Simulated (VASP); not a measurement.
Computed with PBEsol GGA, VASP's PBE PAW potentials (set 64) (plane waves; VASP).

VASP input:

### INCAR
```
# general
SYSTEM  = PbF2
PREC    = Accurate
ENCUT   = 520   # plane-wave cut-off (eV)
LREAL   = F   # projection in real space or not
LASPH   = T

# electronic loop
EDIFF   = 1E-6
NELM    = 100   # most electronic steps
ALGO    = Normal   # blocked Davidson
LMAXMIX = 4   # l cut-off of mixed one-centre charges

# smearing
ISMEAR  = 0
SIGMA   = 0.05

# functional
GGA     = PS

# ions
IBRION  = 2
NSW     = 60   # most ionic steps
ISIF    = 3   # ions, shape and volume
EDIFFG  = -0.02

# output
LWAVE   = F
LCHARG  = F
```

POSCAR:
```
PbF2
1
    0.0000000000     2.9420447209     2.9420447209
    2.9420447209     0.0000000000     2.9420447209
    2.9420447209     2.9420447209     0.0000000000
Pb F
1 2
Direct
  0.0000000000   1.0000000000   1.0000000000
  0.2500000000   0.2500000000   0.2500000000
  0.7500000000   0.7500000000   0.7500000000
```

KPOINTS:
```
Automatic mesh
0
Gamma
6 6 6
0 0 0
```

POTCAR, in this order: Pb_d F (PBE.64 set). Program: vasp_std.

Question: What will the output report for the number of irreducible k-points (NKPTS), largest plane-wave count, number of space-group operations, FFT grid (NGX, NGY, NGZ)?

Answer: 
* **number of irreducible k-points (NKPTS)**: 16
* **largest plane-wave count**: 1384
* **number of space-group operations**: 48
* **FFT grid (NGX, NGY, NGZ)**: 32 × 32 × 32

The compound is PbF2 in the fluorite structure, the β form. This run relaxes it. Symmetry was kept, so distortions that lower it aren't found. The start is the result of an earlier pass.
